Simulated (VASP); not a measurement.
A convergence study with VASP on AuAl$_{2}$ (fluorite): one setting is varied, all else stays as given below, so the limit is that of these other settings. Each run relaxes cell and ions from the cell shown.

```
Al2Au
1.0
    0.00000     3.00000     3.00000
    3.00000     0.00000     3.00000
    3.00000     3.00000     0.00000
Al Au
2 1
Cartesian
  1.50000   1.50000   1.50000
  4.50000   4.50000   4.50000
  0.00000   0.00000   0.00000
```

Method: PBE GGA, VASP's PBE PAW potentials (set 64) (plane waves; VASP 6.6.1). The tightest run used: 550 eV cut-off, 13×13×13 Γ-centred mesh, first-order Methfessel-Paxton smearing of 0.10 eV, potentials Al Au.

### Question
The settings run are 2×2×2 mesh; 3×3×3 mesh; 4×4×4 mesh; 5×5×5 mesh; 6×6×6 mesh; 7×7×7 mesh; 9×9×9 mesh; 10×10×10 mesh; 11×11×11 mesh; 12×12×12 mesh; 13×13×13 mesh. From which on does the relaxed volume stay within 0.1 Å³/atom of the tightest run?

### Answer
From 5×5×5 mesh on: it is off by 0.020 there and by no more than 0.1 in any finer run, while 4×4×4 mesh is off by 0.135.
| setting | relaxed volume (Å³/atom) | E (eV/atom) | irreducible k-points | difference judged (Å³/atom) |
|---|---|---|---|---|
| 2×2×2 mesh | 17.688 | -3.5770 | 3 | 0.816 |
| 3×3×3 mesh | 18.189 | -3.9157 | 4 | 0.316 |
| 4×4×4 mesh | 18.370 | -4.0033 | 8 | 0.135 |
| 5×5×5 mesh | 18.485 | -4.0175 | 10 | 0.020 |
| 6×6×6 mesh | 18.511 | -4.0065 | 16 | 0.006 |
| 7×7×7 mesh | 18.503 | -4.0056 | 20 | 0.002 |
| 9×9×9 mesh | 18.508 | -4.0051 | 35 | 0.003 |
| 10×10×10 mesh | 18.528 | -4.0081 | 47 | 0.023 |
| 11×11×11 mesh | 18.515 | -4.0058 | 56 | 0.010 |
| 12×12×12 mesh | 18.516 | -4.0071 | 72 | 0.011 |
| 13×13×13 mesh | 18.505 | -4.0079 | 84 | 0.000 |

Left out are rungs that failed or repeat a setting and relaxations that didn't move; long series are thinned to 24 rows.

The compound is AuAl2 in the fluorite structure. The electron count is odd and the run is not spin-polarised, which forces a metal.
